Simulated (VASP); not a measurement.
Output of a VASP run:

OUTCAR:
```
 ion  position               nearest neighbor table
   1  0.500  0.000  0.000-  32 2.70  46 2.70  54 2.70  62 2.70
   2  0.750  0.250  0.000-  32 2.70  33 2.70  44 2.70  55 2.70
   3  0.750  0.000  0.250-  32 2.70  34 2.70  38 2.70  49 2.70
   4  0.000  0.000  0.000-  35 2.70  38 2.70  44 2.70  63 2.70
   5  0.250  0.250  0.000-  35 2.70  36 2.70  54 2.70  60 2.70
   6  0.500  0.500  0.000-  36 2.70  37 2.70  55 2.70  61 2.70
   7  0.750  0.750  0.000-  37 2.70  38 2.70  56 2.70  62 2.70
   8  0.250  0.000  0.250-  35 2.70  39 2.70  46 2.70  57 2.70
   9  0.500  0.250  0.250-  32 2.70  36 2.70  39 2.70  40 2.75
  10  0.750  0.500  0.250-  40 2.69  37 2.70  33 2.70  41 2.70
  11  0.500  0.000  0.500-  39 2.70  42 2.70  49 2.70  59 2.70
  12  0.750  0.250  0.500-  34 2.70  42 2.70  43 2.70  40 2.70
  13  0.750  0.000  0.750-  42 2.70  44 2.70  53 2.70  62 2.70
  14  0.000  0.500  0.000-  33 2.70  45 2.70  56 2.70  60 2.70
  15  0.250  0.750  0.000-  45 2.70  46 2.70  61 2.70  63 2.70
  16  0.000  0.250  0.250-  33 2.70  34 2.70  35 2.70  47 2.70
  17  0.250  0.500  0.250-  36 2.70  45 2.70  47 2.70  48 2.72
  18  0.500  0.750  0.250-  48 2.68  46 2.70  37 2.70  49 2.70
  19  0.000  0.000  0.500-  34 2.70  50 2.70  53 2.70  57 2.70
  20  0.250  0.250  0.500-  39 2.70  47 2.70  50 2.70  51 2.74
  21  0.750  0.750  0.500-  41 2.70  49 2.70  53 2.70  52 2.74
  22  0.250  0.000  0.750-  50 2.70  54 2.70  59 2.70  63 2.70
  23  0.500  0.250  0.750-  42 2.70  54 2.70  55 2.70  51 2.71
  24  0.750  0.500  0.750-  52 2.66  43 2.70  55 2.70  56 2.70
  25  0.000  0.750  0.250-  38 2.70  41 2.70  45 2.70  57 2.70
  26  0.000  0.500  0.500-  41 2.70  43 2.70  47 2.70  58 2.70
  27  0.250  0.750  0.500-  48 2.69  57 2.70  58 2.70  59 2.70
  28  0.000  0.250  0.750-  43 2.70  44 2.70  50 2.70  60 2.70
  29  0.250  0.500  0.750-  51 2.67  58 2.70  60 2.70  61 2.70
  30  0.500  0.750  0.750-  52 2.69  59 2.70  61 2.70  62 2.70
  31  0.000  0.750  0.750-  53 2.70  56 2.70  58 2.70  63 2.70
  32  0.625  0.125  0.125-   1 2.70   2 2.70   3 2.70   9 2.70
  33  0.875  0.375  0.125-   2 2.70  10 2.70  14 2.70  16 2.70
  34  0.875  0.125  0.375-   3 2.70  12 2.70  16 2.70  19 2.70
  35  0.125  0.125  0.125-   4 2.70   5 2.70   8 2.70  16 2.70
  36  0.375  0.375  0.125-   5 2.70   6 2.70   9 2.70  17 2.70
  37  0.625  0.625  0.125-   6 2.70   7 2.70  10 2.70  18 2.70
  38  0.875  0.875  0.125-   3 2.70   4 2.70   7 2.70  25 2.70
  39  0.375  0.125  0.375-   8 2.70   9 2.70  11 2.70  20 2.70
  40  0.625  0.379  0.378-  10 2.69  12 2.70   9 2.75
  41  0.875  0.625  0.375-  10 2.70  21 2.70  25 2.70  26 2.70
  42  0.625  0.125  0.625-  11 2.70  12 2.70  13 2.70  23 2.70
  43  0.875  0.375  0.625-  12 2.70  24 2.70  26 2.70  28 2.70
  44  0.875  0.125  0.875-   2 2.70   4 2.70  13 2.70  28 2.70
  45  0.125  0.625  0.125-  14 2.70  15 2.70  17 2.70  25 2.70
  46  0.375  0.875  0.125-   1 2.70   8 2.70  15 2.70  18 2.70
  47  0.125  0.375  0.375-  16 2.70  17 2.70  20 2.70  26 2.70
  48  0.376  0.627  0.375-  18 2.68  27 2.69  17 2.72
  49  0.625  0.875  0.375-   3 2.70  11 2.70  18 2.70  21 2.70
  50  0.125  0.125  0.625-  19 2.70  20 2.70  22 2.70  28 2.70
  51  0.376  0.379  0.626-  29 2.67  23 2.71  20 2.74
  52  0.625  0.623  0.628-  24 2.66  30 2.69  21 2.74
  53  0.875  0.875  0.625-  13 2.70  19 2.70  21 2.70  31 2.70
  54  0.375  0.125  0.875-   1 2.70   5 2.70  22 2.70  23 2.70
  55  0.625  0.375  0.875-   2 2.70   6 2.70  23 2.70  24 2.70
  56  0.875  0.625  0.875-   7 2.70  14 2.70  24 2.70  31 2.70
  57  0.125  0.875  0.375-   8 2.70  19 2.70  25 2.70  27 2.70
  58  0.125  0.625  0.625-  26 2.70  27 2.70  29 2.70  31 2.70
  59  0.375  0.875  0.625-  11 2.70  22 2.70  27 2.70  30 2.70
  60  0.125  0.375  0.875-   5 2.70  14 2.70  28 2.70  29 2.70
  61  0.375  0.625  0.875-   6 2.70  15 2.70  29 2.70  30 2.70
  62  0.625  0.875  0.875-   1 2.70   7 2.70  13 2.70  30 2.70
  63  0.125  0.875  0.875-   4 2.70  15 2.70  22 2.70  31 2.70
 Subroutine IBZKPT returns following result:
 Found      1 irreducible k-points:

 Following reciprocal coordinates:
            Coordinates               Weight
  0.000000  0.000000  0.000000      1.000000
   k-points           NKPTS =      1   k-points in BZ     NKDIM =      1   number of bands    NBANDS=    160
   number of dos      NEDOS =    301   number of ions     NIONS =     63
   total plane-waves  NPLWV = 262144
   dimension x,y,z NGX =    64 NGY =   64 NGZ =   64
   dimension x,y,z NGXF=   128 NGYF=  128 NGZF=  128
   ions per type =              31  32
   PREC   = normal    normal or accurate (medium, high low for compatibility)
   ISTART =      0    job   : 0-new  1-cont  2-samecut
   ICHARG =      2    charge: 1-file 2-atom 10-const
   ISPIN  =      2    spin polarized calculation?
...
```

**OSZICAR**
```
...
RMM:   3    -0.218490596628E+03   -0.19831E-03   -0.18940E-03   676   0.668E-02    0.248E-02
RMM:   4    -0.218490603600E+03   -0.69720E-05   -0.23591E-04   638   0.278E-02    0.181E-02
RMM:   5    -0.218490605390E+03   -0.17900E-05   -0.60527E-05   486   0.141E-02
  10 F= -.21849061E+03 E0= -.21849055E+03  d E =-.313093E-01  mag=     3.0000
       N       E                     dE             d eps       ncg     rms          rms(c)
DAV:   1    -0.218480638971E+03    0.99646E-02   -0.82509E-01   640   0.156E+00    0.254E-01
RMM:   2    -0.218484565328E+03   -0.39264E-02   -0.45814E-02   640   0.320E-01    0.851E-02
RMM:   3    -0.218485354129E+03   -0.78880E-03   -0.74956E-03   677   0.133E-01    0.512E-02
RMM:   4    -0.218485381609E+03   -0.27480E-04   -0.93443E-04   655   0.553E-02    0.365E-02
RMM:   5    -0.218485393763E+03   -0.12154E-04   -0.24562E-04   664   0.283E-02    0.256E-02
RMM:   6    -0.218485395454E+03   -0.16911E-05   -0.45655E-05   466   0.127E-02
  11 F= -.21848540E+03 E0= -.21848534E+03  d E =-.260994E-01  mag=     3.0000
       N       E                     dE             d eps       ncg     rms          rms(c)
DAV:   1    -0.218487474576E+03   -0.20808E-02   -0.57695E-01   640   0.130E+00    0.218E-01
RMM:   2    -0.218490203968E+03   -0.27294E-02   -0.31540E-02   640   0.266E-01    0.702E-02
RMM:   3    -0.218490751074E+03   -0.54711E-03   -0.50821E-03   673   0.110E-01    0.394E-02
RMM:   4    -0.218490781309E+03   -0.30234E-04   -0.63598E-04   650   0.457E-02    0.284E-02
RMM:   5    -0.218490794896E+03   -0.13588E-04   -0.16495E-04   638   0.234E-02    0.202E-02
RMM:   6    -0.218490801114E+03   -0.62176E-05   -0.32968E-05   420   0.109E-02
  12 F= -.21849080E+03 E0= -.21849074E+03  d E =-.315051E-01  mag=     3.0000
       N       E                     dE             d eps       ncg     rms          rms(c)
DAV:   1    -0.218493794413E+03   -0.29995E-02   -0.28369E-01   656   0.954E-01    0.172E-01
RMM:   2    -0.218495225223E+03   -0.14308E-02   -0.17283E-02   640   0.210E-01    0.564E-02
RMM:   3    -0.218495483651E+03   -0.25843E-03   -0.26375E-03   663   0.859E-02    0.300E-02
RMM:   4    -0.218495493790E+03   -0.10139E-04   -0.36523E-04   663   0.356E-02    0.213E-02
RMM:   5    -0.218495497102E+03   -0.33123E-05   -0.82014E-05   561   0.174E-02
  13 F= -.21849550E+03 E0= -.21849544E+03  d E =-.469599E-02  mag=     3.0000
       N       E                     dE             d eps       ncg     rms          rms(c)
DAV:   1    -0.218495588777E+03   -0.94987E-04   -0.11929E-02   720   0.196E-01    0.347E-02
RMM:   2    -0.218495650240E+03   -0.61462E-04   -0.73265E-04   640   0.437E-02    0.128E-02
RMM:   3    -0.218495661316E+03   -0.11077E-04   -0.12041E-04   589   0.186E-02    0.840E-03
RMM:   4    -0.218495661608E+03   -0.29190E-06   -0.17244E-05   411   0.805E-03
  14 F= -.21849566E+03 E0= -.21849560E+03  d E =-.486049E-02  mag=     3.0000
       N       E                     dE             d eps       ncg     rms          rms(c)
DAV:   1    -0.218497279523E+03   -0.16182E-02   -0.78006E-02   672   0.533E-01    0.101E-01
RMM:   2    -0.218497656922E+03   -0.37740E-03   -0.44770E-03   640   0.115E-01    0.329E-02
RMM:   3    -0.218497725081E+03   -0.68159E-04   -0.68517E-04   654   0.476E-02    0.157E-02
RMM:   4    -0.218497736369E+03   -0.11287E-04   -0.12585E-04   650   0.204E-02    0.125E-02
RMM:   5    -0.218497737535E+03   -0.11664E-05   -0.21303E-05   409   0.942E-03
  15 F= -.21849774E+03 E0= -.21849768E+03  d E =-.207593E-02  mag=     3.0000
```

OUTCAR:
```
------------------------ aborting loop because EDIFF is reached ----------------------------------------
  FORCE on cell =-STRESS in cart. coord.  units (eV):
  Direction    XX          YY          ZZ          XY          YZ          ZX
  --------------------------------------------------------------------------------------
  Total       25.5411087     25.5834876     25.5752125     -0.0575035     -0.0385725      0.0133704
  in kB       21.2077320     21.2429208     21.2360497     -0.0477473     -0.0320282      0.0111020
  external PRESSURE =      21.2289008 kB  Pullay stress =       0.0000000 kB
  volume of cell :     1929.55
      direct lattice vectors                 reciprocal lattice vectors
    12.449503558  0.000000000  0.000000000     0.080324488  0.000000000  0.000000000
     0.000000000 12.449503558  0.000000000     0.000000000  0.080324488  0.000000000
     0.000000000  0.000000000 12.449503558     0.000000000  0.000000000  0.080324488
  FREE ENERGIE OF THE ION-ELECTRON SYSTEM (eV)
  ---------------------------------------------------
  free  energy   TOTEN  =      -218.4977375350 eV

  energy  without entropy=     -218.4976168361  energy(sigma->0) =     -218.49767719

 total charge

# of ion       s       p       d       tot
------------------------------------------
    1        1.106   1.069   0.083   2.257
    2        1.116   1.073   0.082   2.272
    3        1.116   1.074   0.083   2.273
    4        1.130   1.067   0.080   2.278
    5        1.116   1.076   0.083   2.275
    6        1.128   1.069   0.081   2.278
    7        1.116   1.073   0.082   2.272
    8        1.116   1.076   0.083   2.275
    9        1.116   1.063   0.080   2.259
   10        1.116   1.062   0.080   2.258
   11        1.128   1.070   0.082   2.279
   12        1.116   1.063   0.080   2.259
   13        1.116   1.074   0.083   2.273
   14        1.106   1.067   0.082   2.255
   15        1.116   1.072   0.082   2.270
   16        1.116   1.075   0.083   2.274
   17        1.116   1.063   0.080   2.259
   18        1.116   1.061   0.080   2.257
   19        1.106   1.070   0.083   2.258
   20        1.116   1.063   0.080   2.259
   21        1.116   1.062   0.080   2.258
   22        1.116   1.073   0.082   2.271
   23        1.116   1.063   0.080   2.259
   24        1.116   1.061   0.080   2.257
   25        1.116   1.074   0.083   2.273
   26        1.128   1.070   0.081   2.278
   27        1.116   1.061   0.080   2.256
   28        1.116   1.072   0.082   2.271
   29        1.116   1.061   0.080   2.257
   30        1.116   1.061   0.080   2.257
   31        1.116   1.073   0.082   2.271
   32        1.136   1.327   0.022   2.484
   33        1.136   1.326   0.022   2.484
   34        1.136   1.327   0.022   2.485
   35        1.142   1.329   0.022   2.493
   36        1.143   1.329   0.022   2.493
   37        1.143   1.328   0.022   2.493
   38        1.142   1.329   0.022   2.493
   39        1.143   1.329   0.022   2.494
   40        1.183   1.249   0.019   2.451
   41        1.143   1.328   0.022   2.493
   42        1.143   1.328   0.022   2.493
   43        1.143   1.328   0.022   2.493
   44        1.142   1.328   0.022   2.493
   45        1.136   1.326   0.022   2.484
   46        1.136   1.326   0.022   2.484
   47        1.143   1.328   0.022   2.493
   48        1.183   1.249   0.019   2.451
...
```
(Selected blocks of OUTCAR.)

**POSCAR**
```
Ga31Sb32
1
   12.4495035576    -0.0000000000    -0.0000000000
   -0.0000000000    12.4495035576     0.0000000000
    0.0000000000     0.0000000000    12.4495035576
Ga Sb
31 32
Direct
  0.5000000000   0.0000000000   0.0000000000
  0.7500000000   0.2500000000   0.0000000000
  0.7500000000   0.0000000000   0.2500000000
  0.0000000000   0.0000000000   0.0000000000
  0.2500000000   0.2500000000   0.0000000000
  0.5000000000   0.5000000000   0.0000000000
  0.7500000000   0.7500000000   0.0000000000
  0.2500000000   0.0000000000   0.2500000000
  0.5000000000   0.2500000000   0.2500000000
  0.7500000000   0.5000000000   0.2500000000
  0.5000000000   0.0000000000   0.5000000000
  0.7500000000   0.2500000000   0.5000000000
  0.7500000000   0.0000000000   0.7500000000
  0.0000000000   0.5000000000   0.0000000000
  0.2500000000   0.7500000000   0.0000000000
  0.0000000000   0.2500000000   0.2500000000
  0.2500000000   0.5000000000   0.2500000000
  0.5000000000   0.7500000000   0.2500000000
  0.0000000000   0.0000000000   0.5000000000
  0.2500000000   0.2500000000   0.5000000000
  0.7500000000   0.7500000000   0.5000000000
  0.2500000000   0.0000000000   0.7500000000
  0.5000000000   0.2500000000   0.7500000000
  0.7500000000   0.5000000000   0.7500000000
  0.0000000000   0.7500000000   0.2500000000
  0.0000000000   0.5000000000   0.5000000000
  0.2500000000   0.7500000000   0.5000000000
  0.0000000000   0.2500000000   0.7500000000
  0.2500000000   0.5000000000   0.7500000000
  0.5000000000   0.7500000000   0.7500000000
  0.0000000000   0.7500000000   0.7500000000
  0.6250000000   0.1250000000   0.1250000000
  0.8750000000   0.3750000000   0.1250000000
  0.8750000000   0.1250000000   0.3750000000
  0.1250000000   0.1250000000   0.1250000000
  0.3750000000   0.3750000000   0.1250000000
  0.6250000000   0.6250000000   0.1250000000
  0.8750000000   0.8750000000   0.1250000000
  0.3750000000   0.1250000000   0.3750000000
  0.6253820000   0.3788300000   0.3782570000
  0.8750000000   0.6250000000   0.3750000000
  0.6250000000   0.1250000000   0.6250000000
  0.8750000000   0.3750000000   0.6250000000
  0.8750000000   0.1250000000   0.8750000000
  0.1250000000   0.6250000000   0.1250000000
  0.3750000000   0.8750000000   0.1250000000
  0.1250000000   0.3750000000   0.3750000000
  0.3758670000   0.6265640000   0.3753310000
  0.6250000000   0.8750000000   0.3750000000
  0.1250000000   0.1250000000   0.6250000000
  0.3759950000   0.3788390000   0.6263570000
  0.6245640000   0.6227410000   0.6281610000
  0.8750000000   0.8750000000   0.6250000000
  0.3750000000   0.1250000000   0.8750000000
  0.6250000000   0.3750000000   0.8750000000
  0.8750000000   0.6250000000   0.8750000000
  0.1250000000   0.8750000000   0.3750000000
  0.1250000000   0.6250000000   0.6250000000
  0.3750000000   0.8750000000   0.6250000000
  0.1250000000   0.3750000000   0.8750000000
  0.3750000000   0.6250000000   0.8750000000
  0.6250000000   0.8750000000   0.8750000000
  0.1250000000   0.8750000000   0.8750000000
```

**Question.** Write an INCAR and KPOINTS that could have produced this output.

**Answer.** This is not unique; one that fits is the input of the run itself, PBE GGA, plane waves, VASP's PBE PAW potentials (set 64).

INCAR:
```
ALGO  =  Fast
EDIFF  =  1E-5
EDIFFG  =  -0.03
ENCUT  =  400
GGA  =  PE
IBRION  =  2
ISIF  =  2
ISMEAR  =  0
ISPIN  =  2
ISYM  =  0
LASPH  =  .True.
LCHARG  =  .False.
LMAXMIX  =  4
LORBIT  =  10
LREAL  =  Auto
LWAVE  =  .False.
MAGMOM  =  63*0.0476
NELECT  =  255.0
NELM  =  100
NELMIN  =  4
NSW  =  60
NUPDOWN  =  3
PREC  =  Normal
SIGMA  =  0.05
SYSTEM  =  Ga31Sb32
```

**KPOINTS**
```
Automatic
0
Gamma
 1 1 1
0 0 0
```

POTCAR, in this order: Ga Sb (PBE.64 set). Program: vasp_gam.

The cell is charged, with a uniform compensating background. The supercell is sampled at Γ alone, which is coarse: total energies, pressure and levels can be off, energies of defects by several tenths of an eV.

The cell is a supercell with a defect, built from GaSb (zinc blende): vac_Ga, charge -2.
